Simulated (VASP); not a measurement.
These are PBE GGA, VASP's PBE PAW potentials (set 64) (plane waves; VASP 6.6.1) values and carry that method's errors.

The input files of a VASP run:

File POSCAR:
```
GaP
1.0
  0.0000000000   2.7250000000   2.7250000000
  2.7250000000   0.0000000000   2.7250000000
  2.7250000000   2.7250000000   0.0000000000
Ga P
1 1
direct
  0.0000000000   0.0000000000   0.0000000000
  0.2500000000   0.2500000000   0.2500000000
```

**INCAR**
```
NELM = 100   # most electronic steps
LMAXMIX = 4
LREAL = F   # projection in real space or not
ISMEAR = 0   # Gaussian
PREC = Accurate
IBRION = 2
LCHARG = F
SYSTEM = GaP
NSW = 60
ISIF = 3
SIGMA = 0.05
LWAVE = F
ENCUT = 350   # plane-wave cut-off (eV)
EDIFFG = -0.01
LASPH = T
EDIFF = 1E-6   # SCF stop (eV)
ALGO = Normal
GGA = PE
```

### KPOINTS
```
Automatic mesh
0
Gamma
8 8 8
```

POTCAR, in this order: Ga_d P (PBE.64 set). Program: vasp_std.

Problem. What will the output report for the number of irreducible k-points (NKPTS), largest plane-wave count, number of space-group operations, FFT grid (NGX, NGY, NGZ)?

Solution. 
| Item | Value |
|---|---|
| number of irreducible k-points (NKPTS) | 29 |
| largest plane-wave count | 620 |
| number of space-group operations | 24 |
| FFT grid (NGX, NGY, NGZ) | 24 × 24 × 24 |

The compound is GaP in the zinc blende structure. This run relaxes it. Symmetry was kept, so distortions that lower it aren't found.
